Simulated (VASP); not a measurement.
Crystal: Ba2Tl5V3O12.

```
Ba V Tl O
1.0
     8.15421    0.00000    0.00000
    -4.07711    7.06176    0.00000
     0.00000    0.00000    6.92128
Ba V Tl O
2 3 5 12
Cartesian
  0.0000 0.0000 1.6301
  0.0000 0.0000 5.2912
  4.0771 0.0000 0.0000
  -2.0386 3.5309 0.0000
  2.0386 3.5309 0.0000
  4.0771 0.0000 3.4606
  -2.0386 3.5309 3.4606
  2.0386 3.5309 3.4606
  0.0000 4.7079 1.5565
  4.0771 2.3539 5.3648
  1.3636 2.4246 5.6370
  1.2955 7.0304 5.6370
  -2.6592 4.6685 5.6370
  1.4179 2.3932 1.2843
  5.4407 4.6372 1.2843
  5.3726 0.0314 1.2843
  2.7135 4.6372 1.2843
  2.7816 0.0314 1.2843
  6.7363 2.3932 1.2843
  2.6592 4.6685 5.6370
  -1.3636 2.4246 5.6370
  -1.2955 7.0304 5.6370
```

The cell was built by a generator and needn't be a form met in nature.

| Quantity | Value |
| --- | --- |
| Program | VASP 6.6.1 |
| Task | single point |
| Functional | PBE |
| Potentials or basis | VASP PAW PBE potentials, release 64 (Ba_sv, V_sv, Tl_d, O) |
| Cutoff | 520 eV |
| k mesh | 4 × 4 × 4 |
| Occupations | fermi-dirac, width 0.05 eV |
| Spin | collinear spin, ferromagnetic start |
| Starting moments | [0.0, 0.0, 2.0, 2.0, 2.0, 0.0, 0.0, 0.0, 0.0, 0.0, 0.0, 0.0, 0.0, 0.0, 0.0, 0.0, 0.0, 0.0, 0.0, 0.0, 0.0, 0.0] μB |

On this cell: pressure 0.7 GPa; largest force 0.109 eV/Å; net moment 0.00 μB per cell; band gap on the k mesh none (metal or under the smearing width).

The same run follows on a disturbed copy (atoms moved at random, drawn with an rms of 0.05 Å):

```
CELL_PARAMETERS angstrom
8.15421 0.00000 0.00000
-4.07711 7.06176 0.00000
0.00000 0.00000 6.92128
ATOMIC_POSITIONS crystal
Ba 0.00588 0.00536 0.23803
Ba 0.00354 0.99836 0.76413
V 0.48995 0.99390 0.99729
V 0.99751 0.50571 0.00681
V 0.50087 0.50322 0.00441
Tl 0.49781 0.99595 0.50604
Tl 0.00632 0.50894 0.49784
Tl 0.50655 0.50040 0.50118
Tl 0.34101 0.67032 0.22615
Tl 0.66878 0.33383 0.77217
O 0.33262 0.34130 0.81252
O 0.66165 0.00216 0.81782
O 0.99316 0.65692 0.81654
O 0.34039 0.33616 0.19282
O 0.99479 0.65331 0.19248
O 0.66704 0.00542 0.18666
O 0.65248 0.65221 0.18984
O 0.34137 0.00411 0.18756
O 0.99733 0.34627 0.18769
O 0.65680 0.66327 0.81534
O 0.00130 0.34274 0.81416
O 0.33620 0.99479 0.82001
```

Task: What does the disturbed cell give?

Result: The energy (extrapolated to zero smearing) moves by +10.4 meV/atom; pressure 0.6 GPa; largest force 1.380 eV/Å; net moment 0.00 μB per cell; band gap on the k mesh none (metal or under the smearing width).

Forces on the atoms (eV/Å):
```
Ba  -0.195  0.214 -0.002
Ba  -0.261  0.185 -0.063
V    0.841  0.395  0.806
V    0.409 -0.693 -0.733
V   -0.080 -0.771 -1.142
Tl   0.288  0.070 -0.317
Tl   0.225 -0.253  0.435
Tl  -0.183 -0.233  0.216
Tl  -0.074 -0.024  0.088
Tl   0.106  0.024  0.223
O    0.420  0.411  0.475
O   -0.475 -0.190  0.076
O    0.042  0.326 -0.066
O    0.032  0.262 -0.335
O   -0.588  0.767  0.159
O   -0.667 -0.217 -0.154
O    0.450  0.385  0.102
O    0.282 -0.081  0.016
O    0.207 -0.380  0.003
O   -0.274 -0.328  0.410
O   -0.285  0.361  0.237
O   -0.220 -0.228 -0.435
```

Stress tensor (GPa, compression positive):
```
 0.16 -0.46  0.27
-0.46  0.89  0.11
 0.27  0.11  0.87
```

Caveats: semilocal functionals often make such compounds metallic where correlation or magnetic order opens a gap, which also shifts bond lengths.
